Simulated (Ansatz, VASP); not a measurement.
# BiB: VASP beside Ansatz

Aim: how closely do two programs agree when they are given the same cell, functional and k mesh? The cell is generated by rule, not measured, and may not be a known phase. The cell is taken from a series of runs on this material, whose earlier steps may have relaxed, scaled, displaced or heated it; both programs get it as it stands.

Method: plane waves, with VASP 6.6.1 beside it; relaxation of cell and atoms at PBE, in Ansatz 0.2.0.

The structure was built from a prototype and need not be the compound's stable phase.

## Step 1: Set-up

It takes space group F-43m (No. 216, cubic). Conventional cell: a = 5.524 Å, b = 5.524 Å, c = 5.524 Å, α = 90.00°, β = 90.00°, γ = 90.00°. Nearest to B lie 4 Bi at 2.39 Å. Nearest to Bi lie 4 B at 2.39 Å. Farther neighbours are not listed.

As a file:

```
B Bi
1.0
     0.00000    2.76197    2.76197
     2.76197    0.00000    2.76197
     2.76197    2.76197    0.00000
B Bi
1 1
Direct
  0.00000 0.00000 0.00000
  0.25000 0.25000 0.25000
```

## Step 2: VASP: relaxation of cell and atoms, PBE

The relaxed volume is the usual yardstick between codes: in a stiff, nearly cubic crystal its relative difference is about their pressure difference at one cell divided by the bulk modulus.

Lines of VASP's logs that name or quote its potential files are left out, and so is its time.

INCAR reads:

```
SYSTEM = BiB
PREC = Accurate
ENCUT = 500
EDIFF = 1E-07
NELM = 120
ISMEAR = 0
SIGMA = 0.01
LREAL = .FALSE.
ALGO = Normal
GGA = PE
NBANDS = 15
LORBIT = 11
LWAVE = .FALSE.
LCHARG = .FALSE.
ISIF = 3
IBRION = 2
NSW = 80
EDIFFG = -0.005
LASPH = .TRUE.
GGA_COMPAT = .FALSE.
NELMIN = 4
EFERMI = MIDGAP
```

POSCAR reads:

```
BiB
1.0
    0.0000000000      2.7619730000      2.7619730000
    2.7619730000      0.0000000000      2.7619730000
    2.7619730000      2.7619730000      0.0000000000
B Bi
1 1
Direct
    0.0000000000      0.0000000000      0.0000000000
    0.2499999095      0.2499999095      0.2499999095
```

KPOINTS reads:

```
Automatic mesh
0
Gamma
12 12 12
0 0 0
```

PAW data sets: B and Bi_d (PBE family, release 64).

Started as:

```bash
> mpirun -np 1 vasp_std
```

Numbers of over 12 decimals in the logs are rounded to 6 here.

The program printed:

```text
[banner, memory and clock lines left out]
running    1 mpi-ranks, on    1 nodes
 distrk:  each k-point on    1 cores,    1 groups
 distr:  one band on    1 cores,    1 groups

 POSCAR found type information on POSCAR B Bi
 POSCAR found :  2 types and       2 ions
 LDA part: xc-table for (Slater+PW92), standard interpolation
 POSCAR, INCAR and KPOINTS ok, starting setup
 FFT: planning ... GRIDC
 FFT: planning ... GRID_SOFT
 FFT: planning ... GRID
 WAVECAR not read
 entering main loop
       N       E                     dE             d eps       ncg     rms          rms(c)
DAV:   1     0.130341783546E+03    0.13034E+03   -0.96550E+03  2167   0.137E+03
DAV:   2    -0.115671203936E+01   -0.13150E+03   -0.12710E+03  2356   0.346E+02
DAV:   3    -0.948056330289E+01   -0.83239E+01   -0.82736E+01  2692   0.875E+01
DAV:   4    -0.967415858572E+01   -0.19360E+00   -0.19355E+00  2735   0.148E+01
DAV:   5    -0.968008035405E+01   -0.59218E-02   -0.59217E-02  3049   0.226E+00    0.373E+00
DAV:   6    -0.901710642151E+01    0.66297E+00   -0.14261E+00  2995   0.856E+00    0.138E+00
DAV:   7    -0.900109377136E+01    0.16013E-01   -0.17321E-01  2496   0.213E+00    0.726E-01
DAV:   8    -0.899983041593E+01    0.12634E-02   -0.20754E-02  2847   0.149E+00    0.106E-01
DAV:   9    -0.899967334197E+01    0.15707E-03   -0.26119E-03  2822   0.586E-01    0.512E-02
DAV:  10    -0.899978858455E+01   -0.11524E-03   -0.32848E-04  2800   0.168E-01    0.253E-02
DAV:  11    -0.899982180173E+01   -0.33217E-04   -0.82792E-05  2465   0.948E-02    0.801E-03
DAV:  12    -0.899982087967E+01    0.92207E-06   -0.57309E-06  2893   0.202E-02    0.276E-03
DAV:  13    -0.899982131591E+01   -0.43624E-06   -0.11951E-06  2475   0.781E-03    0.583E-04
DAV:  14    -0.899982131947E+01   -0.35650E-08   -0.29472E-08  2277   0.123E-03
   1 F= -.89998213E+01 E0= -.89998213E+01  d E =-.899982E+01
 curvature:   0.00 expect dE= 0.000E+00 dE for cont linesearch  0.000E+00
 trial: gam= 0.00000 g(F)=  0.143E-39 g(S)=  0.362E-04 ort = 0.000E+00 (trialstep = 0.100E+01)
 search vector abs. value=  0.362E-04
 bond charge predicted
       N       E                     dE             d eps       ncg     rms          rms(c)
DAV:   1    -0.900031658801E+01   -0.49527E-03   -0.11941E-02  2783   0.187E+00    0.113E-01
DAV:   2    -0.899990622695E+01    0.41036E-03   -0.70339E-04  2685   0.480E-01    0.476E-02
DAV:   3    -0.899983077176E+01    0.75455E-04   -0.27176E-04  3014   0.270E-01    0.447E-03
DAV:   4    -0.899983258896E+01   -0.18172E-05   -0.82307E-06  2535   0.255E-02    0.307E-03
DAV:   5    -0.899983488457E+01   -0.22956E-05   -0.20751E-06  3086   0.166E-02    0.148E-03
DAV:   6    -0.899983514872E+01   -0.26416E-06   -0.31545E-07  2474   0.868E-03    0.921E-04
DAV:   7    -0.899983473816E+01    0.41056E-06   -0.11549E-07  1736   0.296E-03    0.106E-04
DAV:   8    -0.899983470544E+01    0.32725E-07   -0.74466E-09  1276   0.706E-04
   2 F= -.89998347E+01 E0= -.89998347E+01  d E =-.133860E-04
 trial-energy change:   -0.000013  1 .order   -0.000012   -0.000036    0.000012
 step:   0.7766(harm=  0.7451)  dis= 0.00000  next Energy=    -8.999836 (dE=-0.148E-04)
 reached required accuracy - stopping structural energy minimisation
```

Parts of OUTCAR (step 2):

```text
ion  position               nearest neighbor table
   1  0.000  0.000  0.000-   2 2.39   2 2.39   2 2.39   2 2.39
   2  0.250  0.250  0.250-   1 2.39   1 2.39   1 2.39   1 2.39

  LATTYP: Found a face centered cubic cell.
 ALAT       =     5.5239460000

 Subroutine GETGRP returns: Found 24 space group operations
 (whereof 24 operations were pure point group operations)

The static configuration has the point symmetry T_d .

 Found     72 irreducible k-points:

   k-points           NKPTS =     72   k-points in BZ     NKDIM =     72   number of bands    NBANDS=     15

   dimension x,y,z NGX =    28 NGY =   28 NGZ =   28
   dimension x,y,z NGXF=    56 NGYF=   56 NGZF=   56

   ENCUT  =  500.0 eV  36.75 Ry    6.06 a.u.   7.12  7.12  7.12*2*pi/ulx,y,z

   NELECT =      18.0000    total number of electrons

 k-points in reciprocal lattice and weights: Automatic mesh
   0.00000000  0.00000000  0.00000000       0.001
   0.08333333  0.00000000  0.00000000       0.005
   0.16666667  0.00000000  0.00000000       0.005
   0.25000000  0.00000000  0.00000000       0.005
   0.33333333  0.00000000  0.00000000       0.005
   0.41666667  0.00000000  0.00000000       0.005
   0.50000000  0.00000000  0.00000000       0.002
   0.08333333  0.08333333  0.00000000       0.003
   0.16666667  0.08333333  0.00000000       0.014
[...]
-0.33333333  0.50000000  0.16666667       0.007
  -0.25000000  0.50000000  0.25000000       0.003

 average (electrostatic) potential at core
       1 -26.6794       2-104.2465

 E-fermi :   7.0034

 k-point     1 :       0.0000    0.0000    0.0000
  band No.  band energies     occupation
    ...
      5     -16.0885      2.00000
      6      -7.0703      2.00000
      7       6.9280      2.00000
      8       6.9280      2.00000
      9       6.9280      2.00000
     10       7.0788      0.00000
     11       9.7137      0.00000
     12       9.7137      0.00000
     13       9.7137      0.00000
     14      13.1101      0.00000
    ...

 k-point     2 :       0.0833    0.0000    0.0000
  band No.  band energies     occupation
    ...
      5     -16.0884      2.00000
      6      -6.9830      2.00000
      7       5.5606      2.00000
      8       6.7521      2.00000
      9       6.7521      2.00000
     10       7.7958      0.00000
     11       9.9267      0.00000
     12       9.9267      0.00000
     13       9.9525      0.00000
     14      13.6851      0.00000
    ...

 k-point     3 :       0.1667    0.0000    0.0000
  band No.  band energies     occupation
    ...
      5     -16.0876      2.00000
      6      -6.7253      2.00000
      7       3.9004      2.00000
      8       6.3673      2.00000
      9       6.3673      2.00000
     10       7.8326      0.00000
     11      10.3830      0.00000
     12      10.3830      0.00000
     13      10.7000      0.00000
     14      14.6827      0.00000
    ...

  Total        0.0076535      0.0076535      0.0076535      0.0000000      0.0000000      0.0000000
  in kB        0.2914648      0.2914648      0.2914648      0.0000000      0.0000000      0.0000000
  external PRESSURE =       0.2914648 kB  Pullay stress =       0.0000000 kB

  energy-cutoff  :      500.00
  volume of cell :       42.07
      direct lattice vectors                 reciprocal lattice vectors
     0.000000000  2.760482397  2.760482397    -0.181127762  0.181127762  0.181127762
     2.760482397  0.000000000  2.760482397     0.181127762 -0.181127762  0.181127762
     2.760482397  2.760482397  0.000000000     0.181127762  0.181127762 -0.181127762

 POSITION                                       TOTAL-FORCE (eV/Angst)
 -----------------------------------------------------------------------------------
      0.00000      0.00000      0.00000         0.000000      0.000000      0.000000
      1.38024      1.38024      1.38024        -0.000000     -0.000000     -0.000000
 -----------------------------------------------------------------------------------
    total drift:                                0.000462      0.000462      0.000462

  FREE ENERGIE OF THE ION-ELECTRON SYSTEM (eV)
  ---------------------------------------------------
  free  energy   TOTEN  =        -8.9998347054 eV

  energy  without entropy=       -8.9998347054  energy(sigma->0) =       -8.99983471

 reached required accuracy - stopping structural energy minimisation

 total charge
# of ion       s       p       d       tot
------------------------------------------
    1        0.678   0.984   0.000   1.663
    2        1.427   1.584   9.959  12.970
--------------------------------------------------
tot          2.105   2.568   9.959  14.632

[... 3 further parts left out ...]
```

CONTCAR:

```
BiB
   1.00000000000000
     0.0000000000000000    2.7604823973796622    2.7604823973796622
     2.7604823973796622    0.0000000000000000    2.7604823973796622
     2.7604823973796622    2.7604823973796622    0.0000000000000000
  B               Bi
     1     1
Direct
     0.0000000000000000    0.0000000000000000    0.0000000000000000
     0.2499999094999978    0.2499999094999978    0.2499999094999978
```

## Step 3: Ansatz: relaxation of cell and atoms, PBE

Ansatz runs on its default PAW (the set named soft_2) files.

The same cell, functional, mesh and smearing now go to Ansatz, which takes its cutoff from its data sets.

input.yaml reads:

```yaml
crystal:
  lattice:
    - [0.0, 2.7619726895, 2.7619726895]
    - [2.7619726895, 0.0, 2.7619726895]
    - [2.7619726895, 2.7619726895, 0.0]
  atoms:
    - { symbol: B, position: [0.0, 0.0, 0.0] }
    - { symbol: Bi, position: [0.25, 0.25, 0.25] }
kpoints:
  mp_grid: { grid: [12, 12, 12] }
hamiltonian:
  xc: pbe
scf:
  occupations: { method: gaussian, width: 0.01 }
output:
  forces: true
  stress: true
  eigenvalues: true
relax:
  adjacent_minimum: "off"
  f_tol: 0.001
  max_steps: 60
  cell: { stress_tol: 0.01 }
```

Started as:

```bash
> ansatz run input.yaml --threads 4 --pin off --max-ram 8192MiB --backend cpu --events-out ev --progress --plain --runs-dir out
```

The program printed:

```text
Engine: ansatz 0.2.0, aarch64-unknown-linux-gnu
Pseudopotentials: kind: paw
Pseudopotential: B, paw, valence charge 3, recommended cutoff 420 eV (normal), B.paw.azcp
Pseudopotential: Bi, paw, valence charge 15, recommended cutoff 420 eV (normal), Bi.paw.azcp
Functional definition: PBE
  parameter kappa = 0.804
  parameter beta = 0.066725
  exchange = pbe_x(kappa = kappa, mu = beta*pi^2/3)
  correlation = pbe_c(beta = beta)
Crystal: 2 atoms, lattice volume = 42.139 Å³
Basis set: ecut = 420 eV, 869 PW (Γ), exchange–correlation on 54×54×54 points (8 copies of the dense FFT grid, shifted against one another)
Bands: 13, of which v1, the nominal top of the filled ones, is band 9 counted from 1 (8 counted from 0)
Symmetry: 24 space group operations
Space group: F-43m (ITA 216), of the structure as read, at distance tolerance 3.5e-5 Å
k-points: 72 of 1728 (time reversal used)
Non-local potential: B, projectors of the file, l = 0: 2, l = 1: 2, l = 2: 1
Non-local potential: Bi, projectors of the file, l = 0: 2, l = 1: 2, l = 2: 2, l = 3: 2
PAW form: soft (Blöchl's): semilocal exchange-correlation on the pseudo side does not see the compensation charge
PAW one-centre angular grid: B, 110 points (default); XC on 64 Gauss nodes
PAW one-centre angular grid: Bi, 590 points (default); XC on 64 Gauss nodes
Initial density: superposition of atomic densities (neutral atoms: chi_scale 0, normalization atom), corrected by the library's trained network
Initial wavefunctions: pseudopotential atomic-orbital guess
Functional: x = pbe(κ = 0.804, μ = 0.219515), c = pbe(β = 0.066725)
SCF iter   1: F=—  HF=-12550.879354 eV  |F-HF|=—  |Δ(HF+E_count)|=         —  Δρ=2.09e-3  dr2=3.03e-3  ethr=1.77e-3  ⟨swp⟩=6.0  Hψ=5077  notcnv=0
preconditioner: auto → none  [insulator: Δε(μ)=0.151 eV  Ē_g=19.608 eV  σ=0.010 eV  W_gap=1.00  n_scr=14 (ndim 8)  ℏωp=24.3 eV  f_vac=0.009  D(μ)=0.00/eV (n_scr^D=0)  ε∞_Penn≈2.5]
SCF iter   2: F=—  HF=-12550.878452 eV  |F-HF|=—  |Δ(HF+E_count)|=   9.02e-4  Δρ=1.06e-3  dr2=7.88e-4  ethr=1.69e-5  ⟨swp⟩=3.1  Hψ=2647  notcnv=0
SCF iter   3: F=—  HF=-12550.878343 eV  |F-HF|=—  |Δ(HF+E_count)|=   1.09e-4  Δρ=4.36e-4  dr2=8.60e-5  ethr=4.38e-6  ⟨swp⟩=2.5  Hψ=1567  notcnv=0
SCF iter   4: F=—  HF=-12550.878482 eV  |F-HF|=—  |Δ(HF+E_count)|=   1.39e-4  Δρ=1.22e-4  dr2=1.10e-5  ethr=4.78e-7  ⟨swp⟩=2.0  Hψ=1512  notcnv=0
SCF iter   5: F=—  HF=-12550.878479 eV  |F-HF|=—  |Δ(HF+E_count)|=   2.94e-6  Δρ=1.84e-5  dr2=2.04e-7  ethr=6.13e-8  ⟨swp⟩=2.9  Hψ=1596  notcnv=0
SCF iter   6: F=-12550.878479 eV  HF=-12550.878479 eV  |F-HF|=3.47e-8  |Δ(HF+E_count)|=   5.35e-8  Δρ=8.63e-6  dr2=4.64e-8  ethr=5.56e-10  ⟨swp⟩=6.0  Hψ=4516  notcnv=0
SCF 1 converged in 6 iterations: F = -12550.878479 eV  dr2 = 4.64e-8
  greatest PAW one-centre occupation: 0.987 electrons in one spin orbital (limit 2), on the Bi atom at site 1 (counted from 0), in its partial waves of l = 2
relax step   1: F+E_penalty+E_count = -12550.87847909 eV  Δ(F+E_penalty+E_count) = +0.000e0 eV  max|allowed force component| = 2.591e-16 eV/Å  Δτ_max = 0.0000 Å  P = -0.049 GPa  Ω = 42.139 Å³  (6 SCF iters, dr2 threshold 1.00e-7 eV, accepted)
[...]
relax step   2: F+E_penalty+E_count = -12550.87850242 eV  Δ(F+E_penalty+E_count) = -2.333e-5 eV  max|allowed force component| = 1.712e-16 eV/Å  Δτ_max = 0.0000 Å  P = +0.022 GPa  Ω = 42.099 Å³  energy of the carried Pulay correction = +1.982e-5 eV  (4 SCF iters, dr2 threshold 5.91e-9 eV, accepted)
[...]
relax step   3: F+E_penalty+E_count = -12550.87849715 eV  Δ(F+E_penalty+E_count) = +5.268e-6 eV  max|allowed force component| = 1.156e-16 eV/Å  Δτ_max = 0.0000 Å  P = -0.000 GPa  Ω = 42.111 Å³  energy of the carried Pulay correction = +1.372e-5 eV  (4 SCF iters, dr2 threshold 1.17e-9 eV, accepted)
[...]
relax step   4: F+E_penalty+E_count = -12550.87848511 eV  Δ(F+E_penalty+E_count) = +1.204e-5 eV  max|allowed force component| = 1.064e-16 eV/Å  Δτ_max = 0.0000 Å  P = -0.000 GPa  Ω = 42.111 Å³  stress off target by 3.35e-4 GPa  SCF on the basis re-selected at this cell (its energy is not comparable with the rows above)  (6 SCF iters)
basis re-selected at this cell: Δ(F+E_penalty+E_count) = +1.204e-5 eV, ΔP = -0.000 GPa vs the last step (what re-selecting the basis moved, of the pressure what is left beyond the Pulay correction that the steps carried, after the strain that the cell walked since its last selection, with what the two solves' SCF thresholds leave and, on support functions, any second-order correction that the steps lacked; it is no m [...]
SCF converged after 6 iterations
Free energy (F): -12550.878485 eV
Harris-Foulkes:  -12550.878485 eV  (|F-HF|=3.64e-12)
Internal energy: -12550.878485 eV  (E = F + TS)
E sigma→0 (E₀):  -12550.878485 eV
Fermi energy:    10.358685 eV
--- Per-component energies (eV) ---
  E_band       = -93.521720
  E_kinetic    = 347.353471
  E_local      = -1563.902088  (includes V_loc(G=0)·N_el)
  E_nonlocal   = 572.361802
  E_hartree    = 510.426501
  E_xc         = -180.586922
  E_vxc        = -179.046811  (∫ρ·V_xc dr)
  E_paw        = -10743.782745  (= ΣΔE_a)
  E_vpaw       = -291.140639  (= ΣTr[D̂ρ^β])
  E_aug_tail   = -0.000448  (compensation charges beyond the density's cutoff)
  E_ewald      = -1492.748055
  E_smearing   = -0.000000  (= −TS)
  E_closure    = 0.000000  (closes the sum)
  Σ components = -12550.878485   (vs F -12550.878485, Δ=0.00e0)
--- Forces (eV/Å), atoms counted from 1 ---
  atom   1  B      0.00000000     0.00000000    -0.00000000
  atom   2  Bi    -0.00000000    -0.00000000     0.00000000
  max |Σ_I F_I| component: 8.33e-17 eV/Å
--- Stress (GPa, compression-positive) ---
       -0.000335      -0.000000      -0.000000
       -0.000000      -0.000335       0.000000
        0.000000       0.000000      -0.000335
  P = ⅓ Tr σ = -0.0003 GPa (-0.003 kbar)
--- Band table (eV; the first three rows and the last of 72) ---
  k-point 0: bands = [... 5 lower, -3.6976, 10.2815, 10.2815, 10.2815, 10.4352, 13.0686, 13.0686, 13.0686]
  k-point 1: bands = [... 5 lower, -3.6102, 8.9171, 10.1060, 10.1060, 11.1511, 13.2812, 13.2812, 13.3068]
  k-point 2: bands = [... 5 lower, -3.3526, 7.2587, 9.7221, 9.7221, 11.1887, 13.7370, 13.7370, 14.0532]
  k-point 71: bands = [... 5 lower, -0.7454, 2.8497, 5.8405, 6.2296, 13.5491, 14.1690, 15.2589, 16.3568]
--- Relaxed structure (3 steps of the walk, 3 accepted, 1 SCFs on fresh bases) ---
  F+E_penalty+E_count = -12550.87848511 eV   max|allowed force component| = 1.064e-16 eV/Å   (the final SCF, on the basis selected at the relaxed cell)
  cell:  # Å, volume = 42.1113 Å³
    - [0, 2.761359, 2.761359]
    - [2.761359, 0, 2.761359]
    - [2.761359, 2.761359, 0]
  atoms:
    - { symbol: B, position: [0, 0, 0] }
    - { symbol: Bi, position: [0.25, 0.25, 0.25] }
```

## Step 4: Differences

Known differences besides the potentials themselves: the cutoff is 420 eV in Ansatz and 500 eV in VASP; Ansatz adds a Pulay correction to the stress that steers its cell, VASP none. Total energies have different zeros and are not compared.

Compared:

```tsv
quantity	Ansatz	VASP	difference
volume (Å³)	42.11	42.07	+0.10 %
edge a after relaxation, in the typed setting (Å)	3.905	3.904	+0.03 %
```

## Step 5: Results

```yaml
difference_in_volume_relaxation_of_cell_and_atoms_pbe: 0.095 %
```

What this shows: The difference in volume is 0.095 % (relaxation of cell and atoms, PBE), within the 1.2 % picked in this series as the mark of a large difference, as far as the stopping tolerances let one tell. How closely two codes agree says nothing of how well the functional describes the real material.

[Lines on the potential files, build, host, timing and source positions are cut from VASP's logs without a mark.]

[Logs are printed without paths, hosts, clocks, repeated set-up lines and the standing remarks that a program may print on its own settings, such as how far it seeks lower states.]

[Hosts, paths, dates, database ids (printed as entryN), source tags and the programs' standing remarks are cut or masked in the printed files.]
